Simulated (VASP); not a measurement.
# A VASP study of FeSi2 (Linzhiite) (rev-vdW-DF2 + U): structure first, properties next, part 6 of 10

Wanted: the relaxed cell of FeSi2 (Linzhiite) and its properties. The start is a cell from a database of measured crystal structures.

VASP 6.6.1, plane waves and PAW; the level of theory is named at each step.

Still holding for the runs below: The magnetic order is the lowest of the few collinear ones that converged above; longer or canted patterns were not tried. The cell is doubled for it, so bands and modes from the zone boundary of the chemical cell fold onto Γ and the labels are those of the larger cell. A U on the itinerant d states of such a compound is hard to justify; it moves the bands at the Fermi level and favours large moments.

So far, pressure (GPa): step 2 (magnetic order: ferromagnetic) 12.1; step 3 (magnetic order: antiferromagnetic, q = (0, 0, 1/2)) 11.1; step 4 (magnetic order: antiferromagnetic, q = (1/2, 1/2, 1/2)) 4.73; step 5 (magnetic order: antiferromagnetic, q = (1/2, 1/2, 0)) 4.96; step 7 (full relaxation (rev-vdW-DF2 + U)) 0.0243. The relaxed cell has a = 2.745, c = 5.233 Å (conventional setting).

### 8. Second relaxation

Level of this step: rev-vdW-DF2, DFT+U (Fe d 5 eV), spin-polarised from an antiferromagnetic start; plane waves and PAW (Fe, Si) (VASP).

A relaxation keeps the plane waves of the cell it began with, so it is repeated from the new cell, on a basis made for it.

INCAR

```
SYSTEM = FeSi2
PREC = Accurate
ENCUT = 400
EDIFF = 1E-06
NELM = 100
ISMEAR = 0
SIGMA = 0.05
LREAL = .FALSE.
ALGO = Normal
GGA = MK
AGGAC = 0
LUSE_VDW = .TRUE.
PARAM1 = 0.1234
PARAM2 = 0.711357
ZAB_VDW = -1.8867
LASPH = .TRUE.
NBANDS = 25
ISPIN = 2
MAGMOM = 1.79 -1.79 0 0 0 0
LDAU = .TRUE.
LDAUTYPE = 2
LDAUL = 2 -1
LDAUU = 5 0
LDAUJ = 0 0
LDAUPRINT = 1
LMAXMIX = 4
LORBIT = 11
LWAVE = .FALSE.
LCHARG = .FALSE.
KPAR = 8
IBRION = 2
NSW = 60
ISIF = 3
EDIFFG = -0.01
```

POSCAR

```
FeSi2
1.0
    5.4900069498      0.0000000000      0.0000000000
    2.7450034749      2.7450034749      0.0000000000
    0.0000000000      0.0000000000      5.2331187130
Fe Si
2 4
Direct
    0.0000000000      0.5000000000      0.0000000000
    0.5000000000      0.5000000000      0.0000000000
    0.0000000000      0.0000000000      0.2754996672
    0.5000000000      0.0000000000      0.2754996672
    0.0000000000      0.0000000000      0.7245003328
    0.5000000000      0.0000000000      0.7245003328
```

KPOINTS

```
Automatic mesh
0
Gamma
8 8 5
0 0 0
```

Potentials, in the order of the species: Fe and Si (PBE family, release 64).

Launch:

```sh
$ mpirun -np 8 vasp_std
```

The log of the run:

```text
[... set-up lines as in an earlier step ...]
 entering main loop
       N       E                     dE             d eps       ncg     rms          rms(c)
DAV:   1     0.172079070680E+03    0.17208E+03   -0.10985E+04  4500   0.104E+03
DAV:   2    -0.129161978475E+02   -0.18500E+03   -0.17149E+03  4509   0.252E+02
DAV:   3    -0.234060697549E+02   -0.10490E+02   -0.99416E+01  5814   0.713E+01
DAV:   4    -0.238011413592E+02   -0.39507E+00   -0.39206E+00  5829   0.131E+01
DAV:   5    -0.238159070637E+02   -0.14766E-01   -0.14751E-01  6126   0.248E+00    0.211E+01
DAV:   6    -0.271249312024E+02   -0.33090E+01   -0.32374E+01  6123   0.102E+02    0.220E+01
DAV:   7    -0.221023028590E+02    0.50226E+01   -0.18215E+01  5937   0.875E+01    0.746E+00
DAV:   8    -0.226042916549E+02   -0.50199E+00   -0.18686E+00  6801   0.110E+01    0.482E+00
DAV:   9    -0.226532877599E+02   -0.48996E-01   -0.22491E-01  7497   0.850E+00    0.225E+00
DAV:  10    -0.226954680617E+02   -0.42180E-01   -0.10809E-01  7964   0.509E+00    0.974E-01
DAV:  11    -0.227225439868E+02   -0.27076E-01   -0.37662E-02  7587   0.252E+00    0.410E-01
DAV:  12    -0.227325702834E+02   -0.10026E-01   -0.12637E-02  7303   0.157E+00    0.287E-01
DAV:  13    -0.227384163844E+02   -0.58461E-02   -0.77413E-03  7529   0.107E+00    0.186E-01
DAV:  14    -0.227414486596E+02   -0.30323E-02   -0.56953E-03  7435   0.681E-01    0.119E-01
DAV:  15    -0.227420335124E+02   -0.58485E-03   -0.13135E-03  7523   0.550E-01    0.392E-02
DAV:  16    -0.227421019354E+02   -0.68423E-04   -0.22091E-04  6242   0.106E-01    0.262E-02
DAV:  17    -0.227421120749E+02   -0.10139E-04   -0.13903E-05  5971   0.374E-02    0.140E-02
DAV:  18    -0.227421130331E+02   -0.95816E-06   -0.31249E-05  7585   0.788E-02    0.340E-03
DAV:  19    -0.227421133944E+02   -0.36138E-06   -0.32212E-06  4653   0.148E-02
   1 F= -.22742113E+02 E0= -.22741126E+02  d E =-.227421E+02  mag=     0.0000
 curvature:   0.00 expect dE= 0.000E+00 dE for cont linesearch  0.000E+00
 trial: gam= 0.00000 g(F)=  0.972E-05 g(S)=  0.742E-04 ort = 0.000E+00 (trialstep = 0.100E+01)
 search vector abs. value=  0.839E-04
 bond charge predicted
       N       E                     dE             d eps       ncg     rms          rms(c)
DAV:   1    -0.227423741589E+02   -0.26113E-03   -0.44239E-03  5273   0.907E-01    0.135E-01
DAV:   2    -0.227423913779E+02   -0.17219E-04   -0.20960E-03  5923   0.975E-01    0.142E-01
DAV:   3    -0.227421687477E+02    0.22263E-03   -0.63722E-04  5954   0.592E-01    0.311E-02
DAV:   4    -0.227421672883E+02    0.14594E-05   -0.71562E-05  6194   0.562E-02    0.206E-02
DAV:   5    -0.227421631385E+02    0.41498E-05   -0.10615E-05  6124   0.487E-02    0.600E-03
DAV:   6    -0.227421621184E+02    0.10201E-05   -0.59284E-07  2917   0.106E-02    0.266E-03
DAV:   7    -0.227421622807E+02   -0.16226E-06   -0.81835E-07  2596   0.119E-02
   2 F= -.22742162E+02 E0= -.22741210E+02  d E =-.488863E-04  mag=     0.0000
 trial-energy change:   -0.000049  1 .order   -0.000063   -0.000084   -0.000043
 step:   2.0462(harm=  2.0462)  dis= 0.00070  next Energy=   -22.742199 (dE=-0.859E-04)
 reached required accuracy - stopping structural energy minimisation
```

Elapsed: 2 min, on 8 MPI ranks of Intel Xeon 6975P-C (Granite Rapids), shared host; peak memory 4.2 GiB.

From OUTCAR (step 8):

```text
   ENCUT  =  400.0 eV  29.40 Ry    5.42 a.u.   8.95  6.33  8.53*2*pi/ulx,y,z

   NELECT =      32.0000    total number of electrons

atom =   1  type =  1  l = 2

 onsite density matrix

spin component  1

  0.8642 -0.0000  0.0000 -0.0000 -0.0000
 -0.0000  0.8819  0.0000  0.0000 -0.0000
  0.0000  0.0000  0.8905  0.0000  0.0000
 -0.0000  0.0000  0.0000  0.8819 -0.0000
 -0.0000 -0.0000  0.0000 -0.0000  0.8701

spin component  2

  0.7835  0.0000  0.0000  0.0000 -0.0000
  0.0000  0.6035 -0.0000 -0.0000  0.0000
  0.0000 -0.0000  0.2086 -0.0000 -0.0000
  0.0000 -0.0000 -0.0000  0.6035  0.0000
 -0.0000  0.0000 -0.0000  0.0000  0.1197

 occupancies and eigenvectors

  o =  0.1197  v =  0.0000  0.0000  0.0000  0.0000  0.0000  0.0000 -0.0000  0.0000  0.0000  1.0000      0.0000  0.0000  0.0000  0.0000  0.0000  0.0000  0.0000  0.0000  0.0000  0.0000
  o =  0.2086  v =  0.0000  0.0000  0.0000  0.0000  0.0000  0.0000  0.0000  1.0000 -0.0000 -0.0000      0.0000  0.0000  0.0000  0.0000  0.0000  0.0000  0.0000  0.0000  0.0000  0.0000
  o =  0.6035  v =  0.0000  0.0000  0.0000  0.0000  0.0000  0.0000 -1.0000  0.0000  0.0022 -0.0000      0.0000  0.0000  0.0000  0.0000  0.0000  0.0000  0.0000  0.0000  0.0000  0.0000
  o =  0.6035  v =  0.0000  0.0000  0.0000  0.0000  0.0000  0.0000 -0.0022 -0.0000 -1.0000  0.0000      0.0000  0.0000  0.0000  0.0000  0.0000  0.0000  0.0000  0.0000  0.0000  0.0000
  o =  0.7835  v =  0.0000  0.0000  0.0000  0.0000  0.0000  1.0000  0.0000  0.0000  0.0000  0.0000      0.0000  0.0000  0.0000  0.0000  0.0000  0.0000  0.0000  0.0000  0.0000  0.0000
  o =  0.8642  v =  1.0000  0.0000  0.0000  0.0000  0.0000  0.0000  0.0000  0.0000  0.0000  0.0000      0.0000  0.0000  0.0000  0.0000  0.0000  0.0000  0.0000  0.0000  0.0000  0.0000
  o =  0.8701  v =  0.0000 -0.0000 -0.0000  0.0000  1.0000  0.0000  0.0000  0.0000  0.0000  0.0000      0.0000  0.0000  0.0000  0.0000  0.0000  0.0000  0.0000  0.0000  0.0000  0.0000
  o =  0.8819  v =  0.0000  0.0526 -0.0000  0.9986 -0.0000  0.0000  0.0000  0.0000  0.0000  0.0000      0.0000  0.0000  0.0000  0.0000  0.0000  0.0000  0.0000  0.0000  0.0000  0.0000
  o =  0.8819  v =  0.0000  0.9986  0.0000 -0.0526  0.0000  0.0000  0.0000  0.0000  0.0000  0.0000      0.0000  0.0000  0.0000  0.0000  0.0000  0.0000  0.0000  0.0000  0.0000  0.0000
  o =  0.8905  v =  0.0000  0.0000 -1.0000 -0.0000 -0.0000  0.0000  0.0000  0.0000  0.0000  0.0000      0.0000  0.0000  0.0000  0.0000  0.0000  0.0000  0.0000  0.0000  0.0000  0.0000

atom =   2  type =  1  l = 2

 onsite density matrix

spin component  1

  0.7835 -0.0000 -0.0000 -0.0000 -0.0000
 -0.0000  0.6035  0.0000 -0.0000  0.0000
 -0.0000  0.0000  0.2086 -0.0000 -0.0000
 -0.0000 -0.0000 -0.0000  0.6035  0.0000
 -0.0000  0.0000 -0.0000  0.0000  0.1197

spin component  2

  0.8642  0.0000  0.0000  0.0000 -0.0000
  0.0000  0.8819 -0.0000  0.0000 -0.0000
  0.0000 -0.0000  0.8905 -0.0000 -0.0000
  0.0000  0.0000 -0.0000  0.8819 -0.0000
 -0.0000 -0.0000 -0.0000 -0.0000  0.8701

 occupancies and eigenvectors

  o =  0.1197  v =  0.0000  0.0000 -0.0000  0.0000 -1.0000  0.0000  0.0000  0.0000  0.0000  0.0000      0.0000  0.0000  0.0000  0.0000  0.0000  0.0000  0.0000  0.0000  0.0000  0.0000
  o =  0.2086  v =  0.0000  0.0000  1.0000 -0.0000 -0.0000  0.0000  0.0000  0.0000  0.0000  0.0000      0.0000  0.0000  0.0000  0.0000  0.0000  0.0000  0.0000  0.0000  0.0000  0.0000
  o =  0.6035  v =  0.0000 -0.9980  0.0000 -0.0626  0.0000  0.0000  0.0000  0.0000  0.0000  0.0000      0.0000  0.0000  0.0000  0.0000  0.0000  0.0000  0.0000  0.0000  0.0000  0.0000
  o =  0.6035  v =  0.0000  0.0626  0.0000 -0.9980 -0.0000  0.0000  0.0000  0.0000  0.0000  0.0000      0.0000  0.0000  0.0000  0.0000  0.0000  0.0000  0.0000  0.0000  0.0000  0.0000
  o =  0.7835  v =  1.0000  0.0000  0.0000  0.0000  0.0000  0.0000  0.0000  0.0000  0.0000  0.0000      0.0000  0.0000  0.0000  0.0000  0.0000  0.0000  0.0000  0.0000  0.0000  0.0000
  o =  0.8642  v =  0.0000  0.0000  0.0000  0.0000  0.0000  1.0000  0.0000  0.0000  0.0000  0.0000      0.0000  0.0000  0.0000  0.0000  0.0000  0.0000  0.0000  0.0000  0.0000  0.0000
  o =  0.8701  v =  0.0000  0.0000  0.0000  0.0000  0.0000  0.0000 -0.0000 -0.0000  0.0000 -1.0000      0.0000  0.0000  0.0000  0.0000  0.0000  0.0000  0.0000  0.0000  0.0000  0.0000
  o =  0.8819  v =  0.0000  0.0000  0.0000  0.0000  0.0000  0.0000  0.0007  0.0000  1.0000  0.0000      0.0000  0.0000  0.0000  0.0000  0.0000  0.0000  0.0000  0.0000  0.0000  0.0000
  o =  0.8819  v =  0.0000  0.0000  0.0000  0.0000  0.0000  0.0000  1.0000  0.0000 -0.0007 -0.0000      0.0000  0.0000  0.0000  0.0000  0.0000  0.0000  0.0000  0.0000  0.0000  0.0000
  o =  0.8905  v =  0.0000  0.0000  0.0000  0.0000  0.0000  0.0000 -0.0000  1.0000 -0.0000 -0.0000      0.0000  0.0000  0.0000  0.0000  0.0000  0.0000  0.0000  0.0000  0.0000  0.0000

 E-fermi :   9.5143

 spin component 1
 k-point     1 :       0.0000    0.0000    0.0000
  band No.  band energies     occupation
    ...
     12       7.0496      1.00000
     13       7.0499      1.00000
     14       7.2698      1.00000
     15       8.8331      1.00000
     16       8.9411      1.00000
     17      11.1027      0.00000
     18      12.0305      0.00000
     19      12.0306      0.00000
     20      12.1645      0.00000
     21      12.2203      0.00000
    ...

 k-point     2 :       0.1250    0.0000    0.0000
  band No.  band energies     occupation
    ...
     12       6.8953      1.00000
     13       6.9788      1.00000
     14       7.1384      1.00000
     15       9.1544      1.00000
     16       9.2619      1.00000
     17      10.6641      0.00000
     18      11.0601      0.00000
     19      11.1170      0.00000
     20      12.0665      0.00000
     21      12.1491      0.00000
    ...

Total vdW correction in eV:      3.9743772

  Total        0.0315237      0.0315237     -0.0118508      0.0000000      0.0000000      0.0000000
  in kB        0.6397889      0.6397889     -0.2405188      0.0000000      0.0000000      0.0000000
  external PRESSURE =       0.3463530 kB  Pullay stress =       0.0000000 kB

 POSITION                                       TOTAL-FORCE (eV/Angst)
 -----------------------------------------------------------------------------------
      1.37325      1.37325      0.00000        -0.000000     -0.000000     -0.000000
      4.11974      1.37325      0.00000        -0.000000     -0.000000     -0.000000
      2.74649      2.74649      1.44126         0.000000     -0.000000     -0.005605
      5.49299      2.74649      1.44126         0.000000     -0.000000     -0.005605
      5.49299      0.00000      3.79142        -0.000000      0.000000      0.005605
      5.49299      2.74649      3.79142        -0.000000      0.000000      0.005605
 -----------------------------------------------------------------------------------
    total drift:                                0.000000      0.000000      0.000000

  FREE ENERGIE OF THE ION-ELECTRON SYSTEM (eV)
  ---------------------------------------------------
  free  energy   TOTEN  =       -22.7421622807 eV

  energy  without entropy=      -22.7402572912  energy(sigma->0) =      -22.74120979

Total vdW correction in eV:      3.9743777

 magnetization (x)
# of ion       s       p       d       tot
------------------------------------------
    1        0.024   0.047   2.068   2.139
    2       -0.024  -0.047  -2.068  -2.139
    3        0.000   0.000   0.000   0.000
    4        0.000   0.000   0.000   0.000
    5        0.000   0.000   0.000   0.000
    6        0.000   0.000   0.000   0.000
--------------------------------------------------
tot          0.000   0.000   0.000   0.000

[... 5 parts as in an earlier step ...]

[... 12 further parts left out ...]
```

Little changed from the start: no atom moved by 0.005 Å and no cell edge by 0.1 %.

This step gave:

```
free energy (TOTEN)             : -22.74 eV
energy at zero smearing         : -22.74 eV
Fermi energy                    : 9.514 eV
pressure                        : 0.03464 GPa
SCF cycles over all ionic steps : 26
```

It ends with a largest force of 0.006 eV/Å and a pressure of 0.03 GPa. The volume moved by only 0.10 %, so the volume is settled.

[end of part 6 of 10]

[Lines on the potential files, build, host, timing and source positions are cut from VASP's logs without a mark.]

[Logs are printed without paths, hosts, clocks, repeated set-up lines and the standing remarks that a program may print on its own settings, such as how far it seeks lower states.]

[Hosts, paths, dates, database ids (printed as entryN), source tags and the programs' standing remarks are cut or masked in the printed files.]

[A measured line is paired with the nearest computed mode of its activity, which favours agreement.]
